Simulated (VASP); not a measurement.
Method: LDA (Ceperley-Alder, Perdew-Zunger), VASP's LDA PAW potentials (set 64) (plane waves; VASP 6.6.1).

VASP input:

**POSCAR**
```
WSi2
1
   -1.5955512006     1.5955512006     3.8877278037
    1.5955512006    -1.5955512006     3.8877278037
    1.5955512006     1.5955512006    -3.8877278037
Si W
2 1
Direct
  0.6649677189   0.6649677189   0.0000000000
  0.3350322811   0.3350322811   0.0000000000
  0.0000000000   0.0000000000   0.0000000000
```

KPOINTS:
```
Automatic mesh
0
Gamma
12 12 12
0 0 0
```

### INCAR
```
ALGO = Normal
EDIFF = 1E-6
EDIFFG = -0.02
ENCUT = 400
IBRION = 2
ISIF = 3
ISMEAR = 1
LASPH = .True.
LCHARG = .False.
LMAXMIX = 6
LREAL = .False.
LWAVE = .False.
NELM = 100
NSW = 60
PREC = Accurate
SIGMA = 0.1
SYSTEM = WSi2
```

POTCAR, in this order: Si W_sv (LDA.64 set). Program: vasp_std.

The run wrote:

File OUTCAR:
```
 ion  position               nearest neighbor table
   1  0.665  0.665  0.000-   2 2.57   3 2.60   3 2.60   3 2.60   3 2.60   3 2.61   2 2.62   2 2.62
                             2 2.62   2 2.62
   2  0.335  0.335  0.000-   1 2.57   3 2.60   3 2.60   3 2.60   3 2.60   3 2.61   1 2.62   1 2.62
                             1 2.62   1 2.62
   3  0.000  0.000  0.000-   2 2.60   1 2.60   1 2.60   1 2.60   1 2.60   2 2.60   2 2.60   2 2.60
                             1 2.61   2 2.61
  LATTYP: Found a body centered tetragonal cell.
 ALAT       =     3.1911024012
 C/A-ratio  =     2.4366048562
 Subroutine PRICEL returns:
 Original cell was already a primitive cell.
 Subroutine GETGRP returns: Found 16 space group operations
The static configuration has the point symmetry D_4h.
The dynamic configuration has the point symmetry D_4h.
 Subroutine INISYM returns: Found 16 space group operations
 Subroutine IBZKPT returns following result:
 Found    163 irreducible k-points:

 Following reciprocal coordinates:
            Coordinates               Weight
  0.000000  0.000000  0.000000      1.000000
  0.083333  0.000000  0.000000      8.000000
  0.166667  0.000000 -0.000000      8.000000
  0.250000 -0.000000  0.000000      8.000000
...
```

OSZICAR:
```
       N       E                     dE             d eps       ncg     rms          rms(c)
DAV:   1     0.107202165315E+03    0.10720E+03   -0.96831E+03  4890   0.123E+03
DAV:   2    -0.246598120208E+02   -0.13186E+03   -0.12988E+03  5730   0.319E+02
DAV:   3    -0.281838812862E+02   -0.35241E+01   -0.34720E+01  6458   0.470E+01
DAV:   4    -0.282083490644E+02   -0.24468E-01   -0.24461E-01  5653   0.460E+00
DAV:   5    -0.282086593168E+02   -0.31025E-03   -0.31024E-03  6493   0.504E-01    0.266E+01
DAV:   6    -0.274754251377E+02    0.73323E+00   -0.39386E+00  5884   0.149E+01    0.943E+00
DAV:   7    -0.273792626555E+02    0.96162E-01   -0.26389E-01  5541   0.312E+00    0.459E+00
DAV:   8    -0.273552464103E+02    0.24016E-01   -0.45647E-02  6283   0.178E+00    0.276E-01
DAV:   9    -0.273547051233E+02    0.54129E-03   -0.11067E-03  5793   0.288E-01    0.160E-01
DAV:  10    -0.273545586979E+02    0.14643E-03   -0.29406E-04  6129   0.178E-01    0.355E-02
DAV:  11    -0.273545535946E+02    0.51033E-05   -0.33154E-05  6185   0.477E-02    0.166E-02
DAV:  12    -0.273545534660E+02    0.12856E-06   -0.16490E-06  4163   0.862E-03
   1 F= -.27354553E+02 E0= -.27354561E+02  d E =-.273546E+02
       N       E                     dE             d eps       ncg     rms          rms(c)
DAV:   1    -0.273559940305E+02   -0.14404E-02   -0.38565E-02  5324   0.211E+00    0.283E-01
DAV:   2    -0.273550985347E+02    0.89550E-03   -0.28047E-03  6171   0.491E-01    0.829E-02
DAV:   3    -0.273549076544E+02    0.19088E-03   -0.30640E-04  5933   0.141E-01    0.450E-02
DAV:   4    -0.273548753997E+02    0.32255E-04   -0.78783E-05  6150   0.779E-02    0.314E-02
DAV:   5    -0.273548745001E+02    0.89963E-06   -0.45800E-06  5548   0.174E-02
   2 F= -.27354875E+02 E0= -.27354899E+02  d E =-.321034E-03
       N       E                     dE             d eps       ncg     rms          rms(c)
DAV:   1    -0.273549456397E+02   -0.70240E-04   -0.16426E-03  5338   0.435E-01    0.589E-02
DAV:   2    -0.273549075897E+02    0.38050E-04   -0.11894E-04  6129   0.101E-01    0.173E-02
DAV:   3    -0.273548993918E+02    0.81979E-05   -0.13062E-05  5933   0.289E-02    0.919E-03
DAV:   4    -0.273548979964E+02    0.13954E-05   -0.32420E-06  4886   0.161E-02    0.641E-03
DAV:   5    -0.273548979650E+02    0.31379E-07   -0.30581E-07  2613   0.503E-03
   3 F= -.27354898E+02 E0= -.27354919E+02  d E =-.344499E-03
```

OUTCAR:
```
------------------------ aborting loop because EDIFF is reached ----------------------------------------
  FORCE on cell =-STRESS in cart. coord.  units (eV):
  Direction    XX          YY          ZZ          XY          YZ          ZX
  --------------------------------------------------------------------------------------
  Total        0.0442494      0.0442494     -0.0067452      0.0000000      0.0000000      0.0000000
  in kB        1.7931199      1.7931199     -0.2733368      0.0000000      0.0000000      0.0000000
  external PRESSURE =       1.1043010 kB  Pullay stress =       0.0000000 kB
  volume of cell :       39.54
      direct lattice vectors                 reciprocal lattice vectors
    -1.593773906  1.593773906  3.891306893     0.000000000  0.313720784  0.128491536
     1.593773906 -1.593773906  3.891306893     0.313720784  0.000000000  0.128491536
     1.593773906  1.593773906 -3.891306893     0.313720784  0.313720784  0.000000000
 POSITION                                       TOTAL-FORCE (eV/Angst)
 -----------------------------------------------------------------------------------
      0.00000      0.00000      5.17809         0.000000      0.000000      0.017201
      0.00000      0.00000      2.60452        -0.000000     -0.000000     -0.017201
      0.00000      0.00000      0.00000         0.000000      0.000000      0.000000
 -----------------------------------------------------------------------------------
    total drift:                                0.000000      0.000000     -0.000000
  FREE ENERGIE OF THE ION-ELECTRON SYSTEM (eV)
  ---------------------------------------------------
  free  energy   TOTEN  =       -27.3548979650 eV

  energy  without entropy=      -27.3549612011  energy(sigma->0) =      -27.35491904

 reached required accuracy - stopping structural energy minimisation
```
(Selected blocks of OUTCAR.)

File CONTCAR:
```
WSi2
   1.00000000000000
    -1.5937739056995883    1.5937739056995883    3.8913068933297561
     1.5937739056995883   -1.5937739056995883    3.8913068933297561
     1.5937739056995883    1.5937739056995883   -3.8913068933297561
  Si              W
     2     1
Direct
     0.6653411640901769    0.6653411640901769    0.0000000000000000
     0.3346588359098231    0.3346588359098231    0.0000000000000000
     0.0000000000000000    0.0000000000000000    0.0000000000000000
```

The compound is WSi2 in the MoSi2 type structure. This run relaxes it. Symmetry was kept, so distortions that lower it aren't found. The start is the result of an earlier pass.
